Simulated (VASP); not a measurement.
Here is the system:

```
Au
1.0
    0.00000     2.04000     2.04000
    2.04000     0.00000     2.04000
    2.04000     2.04000     0.00000
Au
1
Direct
  0.00000   0.00000   0.00000
```

These are PBE GGA, VASP's PBE PAW potentials (set 64) (plane waves; VASP) values and carry that method's errors. Numerical set-up: 300 eV cut-off, 14×14×14 Γ-centred mesh, first-order Methfessel-Paxton smearing of 0.10 eV, potentials Au.

At this cut-off the stress carries a Pulay error, which pulls relaxed volumes low. Unless said otherwise, spin-orbit coupling is left out, though it shifts the bands of the heavy elements here.

Task: Estimate the energy per atom (σ→0), pressure, band gap (on the k-mesh) with the smallest direct gap where there is one.

Result: 
band gap (on the k-mesh): none (metal, semimetal or under 0.01 eV)
energy per atom (σ→0): -3.198 eV/atom
pressure: 8.34 GPa

Total energies compare only between runs with the same potentials, cut-off and functional.

The compound is Au in the fcc structure. The cell was not relaxed at this level. The run is one of a series of settings (ENCUT = 300 against the base run), some of them coarse on purpose.
